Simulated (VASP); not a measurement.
Input of a VASP 6.6.1 run:

The input INCAR:

```
ALGO = Normal
EDIFF = 1E-7
ENCUT = 520
GGA = PE
ISIF = 2
ISMEAR = -1
ISPIN = 2
LASPH = T
LCHARG = T
LELF = T
LMAXMIX = 4
LORBIT = 11
LREAL = F
LVHAR = T
LWAVE = F
MAGMOM = 0 0 4 0 0 0 0 0 0 0
NBANDS = 48
NELM = 150
PREC = Accurate
SIGMA = 0.1
```

File KPOINTS:

```
k-points
0
Gamma
  4 4 4
```

File POSCAR:

```
LiFeSe2Cl6
1.0
    0.0000000000      4.8359149300      4.8359149300
    4.8359149300      0.0000000000      4.8359149300
    4.8359149300      4.8359149300      0.0000000000
Se Fe Cl Li
2 1 6 1
Direct
    0.7500000000      0.7500000000      0.7500000000
    0.2500000000      0.2500000000      0.2500000000
    0.0000000000      0.0000000000      0.0000000000
    0.7696000000      0.7696000000      0.2304000000
    0.2304000000      0.2304000000      0.7696000000
    0.2304000000      0.7696000000      0.7696000000
    0.7696000000      0.2304000000      0.2304000000
    0.7696000000      0.2304000000      0.7696000000
    0.2304000000      0.7696000000      0.2304000000
    0.5000000000      0.5000000000      0.5000000000
```

Potentials or basis: VASP PAW PBE potentials, release 64 (Se, Fe, Cl, Li_sv).

Launch:

```bash
$ cat potpaw_PBE.64/Se/POTCAR potpaw_PBE.64/Fe/POTCAR potpaw_PBE.64/Cl/POTCAR potpaw_PBE.64/Li_sv/POTCAR > POTCAR
$ mpirun -np 1 vasp_std > vasp.out
```

Task: What does it give for the net moment?

Result: -0.30 μB per cell.

Task: Estimate the largest force.

Result: 0.164 eV/Å.

Forces on the atoms (eV/Å):
```
Se   0.000  0.000  0.000
Se   0.000  0.000  0.000
Fe   0.000  0.000  0.000
Cl   0.000  0.000 -0.164
Cl   0.000  0.000  0.164
Cl  -0.164  0.000  0.000
Cl   0.164  0.000  0.000
Cl   0.000 -0.164  0.000
Cl   0.000  0.164  0.000
Li   0.000  0.000  0.000
```

Caveat: the moment fell far below its start of 4 μB, so a state of higher moment may lie lower in energy.
